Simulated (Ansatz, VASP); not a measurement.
**One calculation of NaMg6Ni, two programs**

File INCAR:

```
ALGO     = Normal         # electronic algorithm
EDIFF    = 1E-8           # SCF threshold, eV
ENCUT    = 500            # plane-wave cutoff, eV
GGA      = RP             # functional
ISIF     = 2              # what is computed and relaxed
ISMEAR   = -1             # smearing method
ISPIN    = 2              # spin polarisation
LASPH    = T              # aspherical terms in the spheres
LCHARG   = F              # write CHGCAR
LEFG     = T            
LMAXMIX  = 4              # l up to which the mixer works
LORBIT   = 11             # projections on sites
LREAL    = F              # projectors in reciprocal space
LWAVE    = F              # write WAVECAR
MAGMOM   = 1 0 0 0 0 0 0 0 # initial moments
NELM     = 150            # most SCF steps
PREC     = Accurate       # precision mode
SIGMA    = 0.05           # smearing width, eV
```

KPOINTS

```
k-points
0
Gamma
  6 5 5
```

File POSCAR:

```
NaMg6Ni
1.0
    4.9554060000      0.0000000000      0.0000000000
    0.0000000000      3.1463075000      5.3850670000
    0.0000000000     -3.1463075000      5.3850670000
Ni Mg Na
1 6 1
Cartesian
   -0.0303320401     -0.0193655227      9.3274799358
    2.4475691761     -0.0052480409      1.7934211734
    2.4342341786      1.6548979652      4.3469499389
    2.5204830200     -1.6725518965      4.3973380109
   -0.0128444124     -0.0128463735      3.6160671054
    0.0121803879      1.6909829659      6.2020678250
   -0.0105550148     -1.6518900952      6.2610935444
    2.5062164061     -0.0101657195      7.1689619899
```

The input input.yaml:

```yaml
crystal:
  lattice:
    - [4.955406, 0.0, 0.0]
    - [0.0, 3.1463075, 5.385067]
    - [0.0, -3.1463075, 5.385067]
  atoms:
    - { symbol: Ni, position: [-0.006121, 0.862973, 0.869128], spin: 1.0 }
    - { symbol: Mg, position: [0.493919, 0.165684, 0.167352] }
    - { symbol: Mg, position: [0.491228, 0.666602, 0.140621] }
    - { symbol: Mg, position: [0.508633, 0.142494, 0.674086] }
    - { symbol: Mg, position: [-0.002592, 0.333708, 0.337791] }
    - { symbol: Mg, position: [0.002458, 0.844583, 0.307133] }
    - { symbol: Mg, position: [-0.00213, 0.318826, 0.843851] }
    - { symbol: Na, position: [0.505754, 0.664018, 0.667249] }
hamiltonian:
  xc: rpbe
  pseudopotentials: { kind: paw }
magnetization:
  spin_polarized: true
kpoints:
  mp_grid: { grid: [6, 5, 5] }
scf:
  occupations: { method: fermi_dirac, width: 0.05 }
output:
  forces: true
  stress: true
  eigenvalues: true
  efg: {}
```

Change from the starting cell: atoms moved at random, drawn with an rms of 0.05 Å.

Alike in both runs: task electric field gradients; functional RPBE; k mesh 6 × 5 × 5; occupations fermi-dirac, width 0.05 eV; collinear spin, ferromagnetic start.

|  | VASP | Ansatz |
| --- | --- | --- |
| version | VASP 6.6.1 | Ansatz 0.2.0 |
| potentials or method | VASP PAW PBE potentials, release 64 (Ni, Mg, Na) | Ansatz PAW |
| plane-wave cutoff (eV) | 500 | 420 |
| valence electrons in the cell | 23 | 87 |

VASP gave:

```
gap on the k mesh at the Fermi level (eV)                      : none
pressure (GPa)                                                 : 2.2
largest component of the traceless stress (GPa)                : 0.78
rms of the force components (eV/Å)                             : 0.109
net moment per atom (μB)                                       : 0.00
Vzz of the field gradient on the site that differs most (V/Å²) : -4.5
```

Q: Estimate Ansatz's values.

A: gap on the k mesh at the Fermi level (eV): none; pressure (GPa): 2.4; largest component of the traceless stress (GPa): 0.75; rms of the force components (eV/Å): 0.109; net moment per atom (μB): 0.00; Vzz of the field gradient on the site that differs most (V/Å²): 3.1.

Atom by atom the forces differ by 0.003 eV/Å (rms over components). A gap of «none» marks a metal or a gap that the smearing closes. The two sets of potentials don't hold the same shells in valence.

Caveats: the PAW data sets were made with another functional, which shifts forces and pressure a little (VASP); the PAW data sets come from PBE, with cores solved anew for the run's functional, which leaves a small shift of forces and pressure (Ansatz); the starting moments weren't kept (Ansatz).
